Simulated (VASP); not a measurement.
## FeAl (CsCl type): computed properties

Computed with PBE GGA, VASP's PBE PAW potentials (set 64) (plane waves; VASP).

For FeAl, the space group comes out as Pm-3m (221). The cell is a = b = c = 2.867 Å, α = β = γ = 90.00°, the volume per atom is 11.79 Å³/atom and the band gap (over mesh and band path) is none (metal, semimetal or under 0.01 eV). The Hill bulk modulus is 181 GPa, the Hill shear modulus comes out as 103 GPa and the Poisson's ratio comes out as 0.260. The density comes out as 5.83 g/cm³ and the optical Γ-point spectrum is 350 (×3) cm⁻¹. The C11 is 266 GPa. The C12 is 139 GPa and the C44 is 144 GPa.

```xyz
2
Lattice="2.8673 0.0000 0.0000 0.0000 2.8673 0.0000 0.0000 0.0000 2.8673" Properties=species:S:1:pos:R:3 pbc="T T T"
Al     1.4336     1.4336     1.4336
Fe     0.0000     0.0000     0.0000
```

Measured: a 2.910 Å (computed value off by -1.5 %), as given by Yibo Liu et al., IUCrData (2023), doi:10.1107/s2414314623010659. The calculation is for a static lattice, while the measured a holds thermal and zero-point effects, which are part of the difference. Finite-difference elastic constants of metals are sensitive to mesh and smearing; shear constants can be off by tens of GPa.

The compound is FeAl in the CsCl type structure. It was relaxed first. Symmetry was kept, so distortions that lower it aren't found. The run is not spin-polarised, so no magnetic state was tried. The electron count is odd and the run is not spin-polarised, which forces a metal.
